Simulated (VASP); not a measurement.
An input for Ansatz (written as the equivalent of a VASP run, and not itself run):

Ansatz 0.2 input:
```yaml
crystal:
  lattice:
    - [0.0000000, 2.8209367, 2.8209367]
    - [2.8209367, 0.0000000, 2.8209367]
    - [2.8209367, 2.8209367, 0.0000000]
  atoms:
    - { symbol: Hg, position: [1.0000000, 1.0000000, 1.0000000] }
    - { symbol: Se, position: [0.2500000, 0.2500000, 0.2500000] }
kpoints:
  mp_grid: { grid: [11, 11, 11] }
hamiltonian:
  xc: pbe
  pseudopotentials: { kind: paw }
scf:
  occupations: { method: methfessel_paxton, width: 0.1 }
  max_iter: 100
relax:
  max_steps: 40
  f_tol: 0.02
  cell: { p_target: 30 }
output: { forces: true, stress: true, eigenvalues: true }
```

Question: Write the VASP files for the same calculation (PBE).

Answer: One answer among several that fit: 
**KPOINTS**
```
K-points
0
Gamma
  11 11 11
```

INCAR:
```
ALGO = Normal
EDIFF = 1E-6
EDIFFG = -0.02
ENCUT = 500
GGA = PE
IBRION = 2
ISIF = 3
ISMEAR = 1
LASPH = .True.
LCHARG = .False.
LMAXMIX = 6
LREAL = .False.
LWAVE = .False.
NELM = 100
NSW = 40
PREC = Accurate
PSTRESS = 300
SIGMA = 0.1
SYSTEM = HgSe
```

POSCAR:
```
HgSe
1
   -0.0000000000     2.8209367494     2.8209367494
    2.8209367494    -0.0000000000     2.8209367494
    2.8209367494     2.8209367494     0.0000000000
Hg Se
1 1
Direct
  1.0000000000   1.0000000000   1.0000000000
  0.2500000000   0.2500000000   0.2500000000
```

POTCAR, in this order: Hg Se (PBE.64 set). Program: vasp_std.

Limits of the translation: each code has its own PAW files, so the cut-off isn't converted (ENCUT is set for VASP's; basis.ecutwfc is left out, and Ansatz then takes the one that its files recommend); Ansatz stops its SCF on the density residual and VASP on the energy change (EDIFF).

The compound is HgSe in the zinc blende structure. It was relaxed first under an external pressure of 30 GPa.
